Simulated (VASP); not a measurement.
Energy against volume of Ni3Al (L1_2). These are revTPSS meta-GGA, VASP's PBE PAW potentials (set 64) (plane waves; VASP) values and carry that method's errors.

```json
[
 {"V (Å³/atom)": "10.206", "E (eV/atom)": "-3.02274"},
 {"V (Å³/atom)": "10.532", "E (eV/atom)": "-3.04486"},
 {"V (Å³/atom)": "10.858", "E (eV/atom)": "-3.05190"},
 {"V (Å³/atom)": "11.183", "E (eV/atom)": "-3.04623"},
 {"V (Å³/atom)": "11.509", "E (eV/atom)": "-3.02981"}
]
```

### Question
Fit a third-order Birch-Murnaghan equation of state.

### Answer

| Item | Value |
|---|---|
| volume per atom | 10.87 Å³/atom |
| bulk modulus | 2070 kbar |
| pressure derivative of the bulk modulus | 4.65 |
| lattice constant a | 3.516 Å |

Measured: bulk modulus 174 GPa (computed value off by +19.2 %), as given by Nikolai A. Zarkevich et al., Crystals (2023), arXiv:2304.06869; a 3.572 Å (computed value off by -1.6 %), as given by Tensorial elastic properties and stability of interface states associated with Σ5(210) grain boundaries in Ni3(Al,Si). The calculation is for a static lattice, while the measured bulk modulus, a hold thermal and zero-point effects, which are part of the difference.

The compound is Ni3Al in the L1_2 structure. It was relaxed first.
